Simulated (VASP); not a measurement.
Consider the following.

```yaml
crystal:
  lattice:
    - [0.00000, 3.27815, 3.27815]
    - [3.27815, 0.00000, 3.27815]
    - [3.27815, 3.27815, 0.00000]
  atoms:
    - { symbol: K, position: [0.00000, 0.00000, 0.00000] }
    - { symbol: Br, position: [0.50000, 0.50000, 0.50000] }
```

Calculation: PBEsol GGA, VASP's PBE PAW potentials (set 64) (plane waves; VASP). Run with 480 eV cut-off, 6×6×6 Γ-centred mesh, Gaussian smearing of 0.050 eV, potentials K_sv Br.

Problem. Estimate the energy per atom (σ→0), band gap (on the k-mesh) with the smallest direct gap where there is one.

Solution. 
```json
{
 "band gap (on the k-mesh)": "4.33 eV",
 "smallest direct gap (on the k-mesh)": "4.33 eV",
 "energy per atom (σ→0)": "-3.230 eV/atom"
}
```

The compound is KBr in the rock salt structure. It was relaxed first.
